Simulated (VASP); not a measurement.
# KLiMg6 (Amm2) in VASP: reference runs

Reference runs on KLiMg6: the cell as given and a disturbed copy.

Program: VASP 6.6.1. These are calculated values, not measurements. Logs are shortened: lines on timing, memory, paths and dates and some standing lists are left out, and cuts for length are marked.

## Step 1: The crystal as given

It takes space group Amm2 (No. 38, orthorhombic). Conventional cell: a = 5.328 Å, b = 6.759 Å, c = 11.634 Å, α = 90.00°, β = 90.00°, γ = 90.00°. K (site symmetry mm2) is surrounded by 2 Li at 3.33 Å and 10 Mg at 3.33 to 3.42 Å. Around Mg (site symmetry mm2) lie 10 Mg at 3.30 to 3.38 Å and 2 Li at 3.38 Å. Around Mg (site symmetry m) lie 1 Li at 3.11 Å and 7 Mg at 3.14 to 3.38 Å and 2 K at 3.42 Å. Around Mg (site symmetry mm2) lie 10 Mg at 3.26 to 3.42 Å and 2 K at 3.38 Å. Mg (site symmetry m) has 8 Mg at 3.22 to 3.42 Å and 2 Li at 3.27 Å and 2 K at 3.33 to 3.39 Å as nearest neighbours. Li (site symmetry mm2) has 8 Mg at 3.11 to 3.38 Å and 2 K at 3.33 Å as nearest neighbours.

The cell comes from a database or a generator and needn't be the stable form of this composition.

## Step 2: Single point, PBE

The input, INCAR:

```
  ALGO = Normal
  EDIFF = 1E-7
  ENCUT = 520
  GGA = PE
  ISIF = 2
  ISMEAR = -1
  LASPH = T
  LCHARG = F
  LREAL = F
  LWAVE = F
  NBANDS = 22
  NELM = 80
  PREC = Accurate
  SIGMA = 0.05
```

The input, KPOINTS:

```
k-points
0
Gamma
  5 5 5
```

The input, POSCAR:

```
KLiMg6
1.0
    5.3278510000      0.0000000000      0.0000000000
    0.0000000000      3.3794905000      5.8167545000
    0.0000000000     -3.3794905000      5.8167545000
K Mg Li
1 6 1
Direct
    0.0000000000      0.8279340000      0.8279340000
    0.5000000000      0.1679630000      0.1679630000
    0.5000000000      0.6576350000      0.1934110000
    0.5000000000      0.1934110000      0.6576350000
    0.0000000000      0.3356530000      0.3356530000
    0.0000000000      0.8290610000      0.3318970000
    0.0000000000      0.3318970000      0.8290610000
    0.5000000000      0.6564470000      0.6564470000
```

Potentials or basis: VASP PAW PBE potentials, release 64 (K_sv, Mg, Li_sv).

The run is started by

```bash
$ cat potpaw_PBE.64/K_sv/POTCAR potpaw_PBE.64/Mg/POTCAR potpaw_PBE.64/Li_sv/POTCAR > POTCAR
$ mpirun -np 1 vasp_std > vasp.out
```

OUTCAR:

```text
EDIFF = 1E-7
   ENCUT = 520
   GGA = PE
   ISIF = 2
   ISMEAR = -1
   LASPH = T
   LREAL = F
   NELM = 80
   PREC = Accurate

 ion  position               nearest neighbor table
   1  0.000  0.828  0.828-   6 3.33   7 3.33   5 3.38   5 3.38   7 3.39   6 3.39   3 3.42   4 3.42
                             3 3.42   4 3.42
   2  0.500  0.168  0.168-   5 3.30   5 3.30   7 3.32   6 3.32   6 3.32   7 3.32   3 3.35   4 3.35
                             3 3.38   4 3.38
   3  0.500  0.658  0.193-   8 3.11   4 3.14   6 3.22   6 3.22   5 3.26   5 3.26   2 3.35   2 3.38
                             1 3.42   1 3.42   4 3.62
   4  0.500  0.193  0.658-   8 3.11   3 3.14   7 3.22   7 3.22   5 3.26   5 3.26   2 3.35   2 3.38
                             1 3.42   1 3.42   3 3.62
   5  0.000  0.336  0.336-   3 3.26   4 3.26   3 3.26   4 3.26   2 3.30   2 3.30   7 3.31   6 3.31
                             1 3.38   1 3.38   6 3.42   7 3.42
   6  0.000  0.829  0.332-   3 3.22   3 3.22   5 3.31   2 3.32   2 3.32   1 3.33   7 3.36   1 3.39
                             7 3.40   5 3.42
   7  0.000  0.332  0.829-   4 3.22   4 3.22   5 3.31   2 3.32   2 3.32   1 3.33   6 3.36   1 3.39
                             6 3.40   5 3.42
   8  0.500  0.656  0.656-   3 3.11   4 3.11

  LATTYP: Found a base centered orthorhombic cell.
 ALAT       =     6.7589810000
 B/A-ratio  =     1.7211927360
 C/A-ratio  =     0.7882624615

  Lattice vectors:

 A1 = (   0.0000000000,   3.3794905000,  -5.8167545000)
 A2 = (   0.0000000000,   3.3794905000,   5.8167545000)
 A3 = (   5.3278510000,   0.0000000000,   0.0000000000)

Analysis of symmetry for initial positions (statically):
=====================================================================
 Subroutine PRICEL returns:
 Original cell was already a primitive cell.

 Routine SETGRP: Setting up the symmetry group for a
 base centered orthorhombic supercell.

 Subroutine GETGRP returns: Found  4 space group operations
 (whereof  4 operations were pure point group operations)
 out of a pool of  8 trial point group operations.

The static configuration has the point symmetry C_2v.

Analysis of symmetry for dynamics (positions and initial velocities):
=====================================================================
 Subroutine PRICEL returns:
 Original cell was already a primitive cell.

 Routine SETGRP: Setting up the symmetry group for a
 base centered orthorhombic supercell.

 Subroutine GETGRP returns: Found  4 space group operations
[... 121 lines left out ...]
   ISIF   =      2    stress and relaxation
   ISYM   =      2    0-nonsym 1-usesym 2-fastsym
   POTIM  = 0.5000    time-step for ionic-motion
   TEBEG  =    0.0;   TEEND  =   0.0 temperature during run
   PSTRESS=    0.0 pullay stress
   NELECT =      24.0000    total number of electrons
   NUPDOWN=      -1.0000    fix difference up-down
   EMIN   =  10.00;   EMAX   =-10.00  energy-range for DOS
   EFERMI =   0.00;   METHOD = LEGACY
   ISMEAR =    -1;   SIGMA  =   0.05  broadening in eV -4-tet -1-fermi 0-gaus
   EFERMI_NEDOS =   21; number of points for ismear=-14 and -15
   IALGO  =     38    algorithm
   IMIX   =      4    mixing-type and parameters
     AMIX     =   0.40;   BMIX     =  1.00
     AMIX_MAG =   1.60;   BMIX_MAG =  1.00
  volume/ion in A,a.u.               =      26.18       176.69
  Fermi-wavevector in a.u.,A,eV,Ry     =   0.795134  1.502586  8.602131  0.632239
  Thomas-Fermi vector in A             =   1.901403
   LORBIT       =      0    0 simple, 1 ext, 2 COOP (PROOUT), +10 PAW based schemes
   GGA     = PE    functional components
   LHFCALC =     F    Hartree Fock is set to
   AEXX    =    0.0000 exact exchange contribution
   IVDW    =     0    specifies the selected vdW correction
   LEPSILON=     F    determine dielectric tensor
   LRPA    =     F    only Hartree local field effects (RPA)
 non-spin polarized calculation
  energy-cutoff  :      520.00
  volume of cell :      209.47
 maximum number of plane-waves:      5686
 NGX is ok and might be reduce to    40
   NGX = 19   NGY = 25   NGZ = 25

 number of electron      23.9999991 magnetization

 Free energy of the ion-electron system (eV)
  ---------------------------------------------------
  ext. energy  EPLUGINS =         0.00000000
  ---------------------------------------------------
  free energy    TOTEN  =       -10.77260123 eV

  energy without entropy =      -10.73558784  energy(sigma->0) =      -10.75409454

 E-fermi :   1.7719     XC(G=0):  -7.9901

 val. band max:        1.7597469995   @ k =   0.4000  -0.2000   0.2000
 cond. band min:       1.7740881446   @ k =   0.2000   0.2000   0.2000
 fundamental gap:      0.0143411450
 Fermi energy:         1.7719097602

 k-point     1 :       0.0000    0.0000    0.0000
  band No.  band energies     occupation
      1     -45.0302      2.00000
      2     -29.0657      2.00000
      3     -12.6728      2.00000
      4     -12.6651      2.00000
      5     -12.6264      2.00000
      6      -4.0407      2.00000
[... 589 lines left out ...]
     21       5.7893      0.00000
     22       5.8730      0.00000

 [... further k-points ...]

------------------------ aborting loop because EDIFF is reached ----------------------------------------

  FORCE on cell =-STRESS in cart. coord.  units (eV):
  Direction    XX          YY          ZZ          XY          YZ          ZX
  --------------------------------------------------------------------------------------
  -------------------------------------------------------------------------------------
  Total       -0.7368689      0.2811204      0.6972223      0.0000000      0.0000000      0.0000000
  in kB       -5.6362051      2.1502499      5.3329538      0.0000000      0.0000000      0.0000000
  external PRESSURE =       0.6156662 kB  Pullay stress =       0.0000000 kB

 VOLUME and BASIS-vectors are now :
 -----------------------------------------------------------------------------
  energy-cutoff  :      520.00
  volume of cell :      209.47
      direct lattice vectors                 reciprocal lattice vectors
     5.327851000  0.000000000  0.000000000     0.187692937  0.000000000  0.000000000
     0.000000000  3.379490500  5.816754500     0.000000000  0.147951296  0.085958587
     0.000000000 -3.379490500  5.816754500     0.000000000 -0.147951296  0.085958587

 POSITION                                       TOTAL-FORCE (eV/Angst)
 -----------------------------------------------------------------------------------
      0.00000      0.00000      9.63178         0.000000      0.000000     -0.026602
      2.66393      0.00000      1.95400         0.000000      0.000000      0.021475
      2.66393      1.56884      4.95033         0.000000     -0.042033      0.050187
      2.66393     -1.56884      4.95033         0.000000      0.042033      0.050187
      0.00000      0.00000      3.90482         0.000000      0.000000      0.014010
      0.00000      1.68016      6.75301         0.000000      0.000522     -0.021073
      0.00000     -1.68016      6.75301         0.000000     -0.000522     -0.021073
      2.66393      0.00000      7.63678         0.000000      0.000000     -0.067110
 -----------------------------------------------------------------------------------
    total drift:                               -0.000000      0.000000     -0.000737

  FREE ENERGIE OF THE ION-ELECTRON SYSTEM (eV)
  ---------------------------------------------------
  free  energy   TOTEN  =       -10.7726012312 eV

  energy  without entropy=      -10.7355878404  energy(sigma->0) =      -10.75409454
```

stdout:

```text
POSCAR found type information on POSCAR K MgLi
 POSCAR found :  3 types and       8 ions
 scaLAPACK will be used
 LDA part: xc-table for (Slater+PW92), standard interpolation
 POSCAR, INCAR and KPOINTS ok, starting setup
 FFT: planning ... GRIDC
 FFT: planning ... GRID_SOFT
 FFT: planning ... GRID
 WAVECAR not read
 entering main loop
```

Wall time 74 s (1 thread of AMD EPYC 9R45 (Zen 5), shared host); peak memory 0.34 GiB.

Results:

```yaml
Free_energy: -10.7726 eV
Largest_force: 0.067 eV/Å
Band_gap_on_the_k_mesh: none (metal or under the smearing width)
```

Forces in eV/Å, atoms in the order of the input:
```
K    0.000  0.000 -0.027
Mg   0.000  0.000  0.021
Mg   0.000 -0.042  0.050
Mg   0.000  0.042  0.050
Mg   0.000  0.000  0.014
Mg   0.000  0.001 -0.021
Mg   0.000 -0.001 -0.021
Li   0.000  0.000 -0.067
```

Caveat: the cutoff is under 1.25 times the usual one of these potentials, so pressure, stress and relaxed cells hold a basis-set (Pulay) error.

## Step 3: Single point, PBE (atoms moved at random, drawn with an rms of 0.05 Å)

The input, INCAR:

```
  PREC = Accurate
  ENCUT = 520
  EDIFF = 1E-7
  ISMEAR = -1
  SIGMA = 0.05
  LREAL = F
  LASPH = T
  NELM = 80
  ALGO = Normal
  ISIF = 2
  LWAVE = F
  LCHARG = F
  GGA = PE
  NBANDS = 22
```

The input, KPOINTS:

```
Automatic mesh
0
Gamma
  5 5 5
```

The input, POSCAR:

```
KLiMg6
1.0
    5.3278510000      0.0000000000      0.0000000000
    0.0000000000      3.3794905000      5.8167545000
    0.0000000000     -3.3794905000      5.8167545000
K Mg Li
1 6 1
Direct
    0.0055500000      0.8280760000      0.8286300000
    0.4989780000      0.1819350000      0.1610460000
    0.4979960000      0.6621170000      0.1938250000
    0.5020980000      0.1897930000      0.6563020000
   -0.0016650000      0.3365650000      0.3431000000
    0.0056190000      0.8344450000      0.3376390000
   -0.0000600000      0.3351030000      0.8328680000
    0.5028340000      0.6454460000      0.6602070000
```

Potentials or basis: VASP PAW PBE potentials, release 64 (K_sv, Mg, Li_sv).

The run is started by

```bash
$ cat potpaw_PBE.64/K_sv/POTCAR potpaw_PBE.64/Mg/POTCAR potpaw_PBE.64/Li_sv/POTCAR > POTCAR
$ mpirun -np 1 vasp_std > vasp.out
```

OUTCAR:

```text
PREC = Accurate
   ENCUT = 520
   EDIFF = 1E-7
   ISMEAR = -1
   LREAL = F
   LASPH = T
   NELM = 80
   ISIF = 2
   GGA = PE

 ion  position               nearest neighbor table
   1  0.006  0.828  0.829-   6 3.28   7 3.30   5 3.36   3 3.38   4 3.39   5 3.40   4 3.42   7 3.43
                             6 3.45   3 3.45
   2  0.499  0.182  0.161-   7 3.28   7 3.29   5 3.30   5 3.31   6 3.32   3 3.35   4 3.36   4 3.37
                             6 3.38   3 3.39
   3  0.498  0.662  0.194-   8 3.08   4 3.16   6 3.21   6 3.27   5 3.27   5 3.28   2 3.35   1 3.38
                             2 3.39   1 3.45   4 3.60
   4  0.502  0.190  0.656-   8 3.08   3 3.16   5 3.22   7 3.25   5 3.25   7 3.27   2 3.36   2 3.37
                             1 3.39   1 3.42   3 3.60
   5  0.998  0.337  0.343-   4 3.22   4 3.25   3 3.27   3 3.28   7 3.29   2 3.30   2 3.31   6 3.33
                             1 3.36   6 3.40   1 3.40   7 3.44
   6  0.006  0.834  0.338-   3 3.21   3 3.27   1 3.28   2 3.32   5 3.33   7 3.36   2 3.38   5 3.40
                             7 3.40   1 3.45
   7  1.000  0.335  0.833-   4 3.25   4 3.27   2 3.28   2 3.29   5 3.29   1 3.30   6 3.36   6 3.40
                             1 3.43   5 3.44
   8  0.503  0.645  0.660-   4 3.08   3 3.08

  LATTYP: Found a base centered orthorhombic cell.
 ALAT       =     6.7589810000
 B/A-ratio  =     1.7211927360
 C/A-ratio  =     0.7882624615

  Lattice vectors:

 A1 = (   0.0000000000,   3.3794905000,  -5.8167545000)
 A2 = (   0.0000000000,   3.3794905000,   5.8167545000)
 A3 = (   5.3278510000,   0.0000000000,   0.0000000000)

Analysis of symmetry for initial positions (statically):
=====================================================================
 Subroutine PRICEL returns:
 Original cell was already a primitive cell.

 Routine SETGRP: Setting up the symmetry group for a
 base centered orthorhombic supercell.

 Subroutine GETGRP returns: Found  1 space group operations
 (whereof  1 operations were pure point group operations)
 out of a pool of  8 trial point group operations.

[... 151 lines left out ...]
   GGA     = PE    functional components
   LHFCALC =     F    Hartree Fock is set to
   AEXX    =    0.0000 exact exchange contribution
   IVDW    =     0    specifies the selected vdW correction
   LEPSILON=     F    determine dielectric tensor
   LRPA    =     F    only Hartree local field effects (RPA)
 non-spin polarized calculation
  energy-cutoff  :      520.00
  volume of cell :      209.47
 maximum number of plane-waves:      5686
   NGX = 19   NGY = 25   NGZ = 25

 number of electron      23.9999997 magnetization

 Free energy of the ion-electron system (eV)
  ---------------------------------------------------
  ext. energy  EPLUGINS =         0.00000000
  ---------------------------------------------------
  free energy    TOTEN  =       -10.75932651 eV

  energy without entropy =      -10.72313899  energy(sigma->0) =      -10.74123275

 E-fermi :   1.7706     XC(G=0):  -7.9902

 val. band max:        1.7545472981   @ k =   0.4000  -0.2000   0.2000
 cond. band min:       1.7712454998   @ k =   0.2000  -0.2000  -0.2000
 fundamental gap:      0.0166982017
 Fermi energy:         1.7706134710

 k-point     1 :       0.0000    0.0000    0.0000
  band No.  band energies     occupation
      1     -44.9987      2.00000
      2     -29.0672      2.00000
      3     -12.6746      2.00000
      4     -12.6688      2.00000
      5     -12.6263      2.00000
      6      -4.0386      2.00000
[... 589 lines left out ...]
     21       5.4537      0.00000
     22       5.4938      0.00000

 [... further k-points ...]

------------------------ aborting loop because EDIFF is reached ----------------------------------------

  FORCE on cell =-STRESS in cart. coord.  units (eV):
  Direction    XX          YY          ZZ          XY          YZ          ZX
  --------------------------------------------------------------------------------------
  -------------------------------------------------------------------------------------
  Total       -0.7801914      0.3551918      0.7136030     -0.0184127     -0.0473177      0.0212799
  in kB       -5.9675724      2.7168115      5.4582475     -0.1408362     -0.3619263      0.1627670
  external PRESSURE =       0.7358289 kB  Pullay stress =       0.0000000 kB

 VOLUME and BASIS-vectors are now :
 -----------------------------------------------------------------------------
  energy-cutoff  :      520.00
  volume of cell :      209.47
      direct lattice vectors                 reciprocal lattice vectors
     5.327851000  0.000000000  0.000000000     0.187692937  0.000000000  0.000000000
     0.000000000  3.379490500  5.816754500     0.000000000  0.147951296  0.085958587
     0.000000000 -3.379490500  5.816754500     0.000000000 -0.147951296  0.085958587

 POSITION                                       TOTAL-FORCE (eV/Angst)
 -----------------------------------------------------------------------------------
      0.02957     -0.00187      9.63665        -0.060868     -0.078766      0.079539
      2.65848      0.07059      1.99504         0.018510     -0.084526     -0.010788
      2.65325      1.58259      4.97880         0.075865     -0.039398      0.060594
      2.67510     -1.57656      4.92153        -0.006035      0.043549      0.094512
      5.31898     -0.02208      3.95344         0.012717      0.074512      0.016883
      0.02994      1.67895      6.81772        -0.059670      0.061281     -0.121350
      5.32753     -1.68219      6.79380         0.009716     -0.030231     -0.106905
      2.67902     -0.04988      7.59466         0.009765      0.053580     -0.012485
 -----------------------------------------------------------------------------------
    total drift:                                0.000749     -0.000016     -0.000730

  FREE ENERGIE OF THE ION-ELECTRON SYSTEM (eV)
  ---------------------------------------------------
  free  energy   TOTEN  =       -10.7593265061 eV

  energy  without entropy=      -10.7231389941  energy(sigma->0) =      -10.74123275
```

stdout:

```text
POSCAR found type information on POSCAR K MgLi
 POSCAR found :  3 types and       8 ions
 scaLAPACK will be used
 LDA part: xc-table for (Slater+PW92), standard interpolation
 POSCAR, INCAR and KPOINTS ok, starting setup
 FFT: planning ... GRIDC
 FFT: planning ... GRID_SOFT
 FFT: planning ... GRID
 WAVECAR not read
 entering main loop
```

Run time: 2.6 min. Hardware: 1 thread of AMD EPYC 9R45 (Zen 5), shared host; peak memory 0.46 GiB.

What came out:

- Free energy: -10.7593 eV
- Largest force: 0.148 eV/Å
- Band gap on the k mesh: none (metal or under the smearing width)

Forces on the atoms (eV/Å):
```
K   -0.061 -0.079  0.080
Mg   0.019 -0.085 -0.011
Mg   0.076 -0.039  0.061
Mg  -0.006  0.044  0.095
Mg   0.013  0.075  0.017
Mg  -0.060  0.061 -0.121
Mg   0.010 -0.030 -0.107
Li   0.010  0.054 -0.012
```

Caveat: the cutoff is under 1.25 times the usual one of these potentials, so pressure, stress and relaxed cells hold a basis-set (Pulay) error.
